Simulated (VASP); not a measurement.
A convergence study with VASP on CeO2 (fluorite): one setting is varied, all else stays as given below, so the limit is that of these other settings. Each run relaxes cell and ions from the cell shown.

```
CELL_PARAMETERS angstrom
      0.00000     2.70500     2.70500
      2.70500     0.00000     2.70500
      2.70500     2.70500     0.00000
ATOMIC_POSITIONS crystal
  Ce 0.00000 0.00000 0.00000
  O  0.25000 0.25000 0.25000
  O  0.75000 0.75000 0.75000
```

These are PBE GGA, VASP's PBE PAW potentials (set 64) (plane waves; VASP) values and carry that method's errors. The tightest run used: 700 eV cut-off, 11×11×11 Γ-centred mesh, Gaussian smearing of 0.050 eV, potentials Ce O.

Gaps are read on the run's mesh, which can miss a band edge.

| setting | relaxed volume (Å³/atom) | E (eV/atom) | gap on the mesh (eV) | irreducible k-points |
|---|---|---|---|---|
| 2×2×2 mesh | 13.781 | -8.6836 | 2.457 | 3 |
| 3×3×3 mesh | 13.583 | -8.7441 | 2.035 | 4 |
| 4×4×4 mesh | 13.584 | -8.7457 | 1.869 | 8 |

These are the cheaper rows. Estimate the results at 11×11×11 mesh, and how far the last row shown lies from them.

| quantity | tightest run | last row shown is off by |
|---|---|---|
| relaxed volume (Å³/atom) | 13.583 | 0.001 |
| E (eV/atom) | -8.7458 | 0.0001 |
| gap on the mesh (eV) | 1.872 | -0.002 |

Left out are rungs that failed or repeat a setting and relaxations that didn't move; long series are thinned to 24 rows.

The compound is CeO2 in the fluorite structure. The run is not spin-polarised, so no magnetic state was tried.
